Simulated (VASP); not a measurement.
Given:

```
CELL_PARAMETERS angstrom
      2.11072    -3.65587     0.00000
      2.11072     3.65587     0.00000
      0.00000     0.00000     6.85359
ATOMIC_POSITIONS crystal
  Cd 0.00000 0.00000 0.00000
  I  0.33333 0.66667 0.24859
  I  0.66667 0.33333 0.75141
```

The numbers are results of PBEsol GGA, VASP's PBE PAW potentials (set 64) (plane waves; VASP), not measurements. Numerical set-up: 400 eV cut-off, Gaussian smearing of 0.050 eV, potentials Cd I.

Without a dispersion term in the relaxation, distances and binding between the weakly bound layers, chains or molecules are unreliable, and so is what depends on them. Unless said otherwise, spin-orbit coupling is left out, though it shifts the bands of the heavy elements here.

Problem. Predict the band gap (along the path) with the smallest direct gap where there is one.

Solution. 
* **band gap (along the path)**: 2.31 eV
* **smallest direct gap (along the path)**: 2.56 eV

Total energies compare only between runs with the same potentials, cut-off and functional.

The compound is CdI2 in the 1T layered structure. It was relaxed first.
